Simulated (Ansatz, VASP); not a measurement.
Cd2Fe: VASP beside Ansatz

The input INCAR:

```
SYSTEM = Cd2Fe
PREC = Accurate
ENCUT = 520
EDIFF = 1E-6
ISMEAR = 0
SIGMA = 0.1
LREAL = .FALSE.
LASPH = .TRUE.
NELM = 150
ALGO = Fast
ISIF = 2
LWAVE = .FALSE.
LCHARG = .FALSE.
ISPIN = 2
MAGMOM = 0 0 4
LORBIT = 11
LMAXMIX = 4
GGA = PE
NBANDS = 27
```

The input KPOINTS:

```
Automatic mesh
0
G
  6 6 6
  0 0 0
```

The input POSCAR:

```
Cd2Fe
1.0
    0.0000000000      2.9605054900      2.9605054900
    2.9605054900      0.0000000000      2.9605054900
    2.9605054900      2.9605054900      0.0000000000
Cd Fe
2 1
Direct
    0.2500000000      0.2500000000      0.2500000000
    0.7500000000      0.7500000000      0.7500000000
    0.0000000000      0.0000000000      0.0000000000
```

Input for Ansatz:

```yaml
crystal:
  lattice:
    - [0.0, 2.96050549, 2.96050549]
    - [2.96050549, 0.0, 2.96050549]
    - [2.96050549, 2.96050549, 0.0]
  atoms:
    - { symbol: Cd, position: [0.25, 0.25, 0.25] }
    - { symbol: Cd, position: [0.75, 0.75, 0.75] }
    - { symbol: Fe, position: [0.0, 0.0, 0.0], spin: 4.0 }
basis:
  ecutwfc: 420
kpoints:
  mp_grid: { grid: [6, 6, 6] }
hamiltonian:
  xc: pbe
scf:
  occupations: { method: gaussian, width: 0.1 }
  lower_state_search: "off"
output:
  forces: true
  stress: true
  eigenvalues: true
  populations: true
magnetization:
  spin_polarized: true
```

Change from the starting cell: species swapped into the PIr2 type (Fm-3m, No. 225).

Alike in both runs: task single point; functional PBE; k mesh 6 × 6 × 6; occupations gaussian, width 0.1 eV; collinear spin.

```csv
,VASP,Ansatz
version,VASP 6.6.1,Ansatz 0.2.0
potentials or method,"VASP PAW PBE potentials, release 64 (Cd, Fe)","scalar-relativistic, plane waves, PAW"
plane-wave cutoff (eV),520,420
valence electrons in the cell,32,56
```

VASP gave:

```
gap on the k mesh at the Fermi level (eV)                     : none
pressure (GPa)                                                : 21.8
net moment per atom (μB)                                      : 0.84
size of the moment on the site where the two differ most (μB) : 2.52
```

Task: What did Ansatz give for the same quantities?

Result: gap on the k mesh at the Fermi level (eV): none; pressure (GPa): 21.0; net moment per atom (μB): 0.84; size of the moment on the site where the two differ most (μB): 2.48.

Site moments also hang on the region over which each program counts them. A gap of «none» marks a metal or a gap that the smearing closes. The two sets of potentials don't hold the same shells in valence.

Caveats: so large a pressure means that the cell lies far from this level's equilibrium, or that cutoff or potentials fall short (VASP).
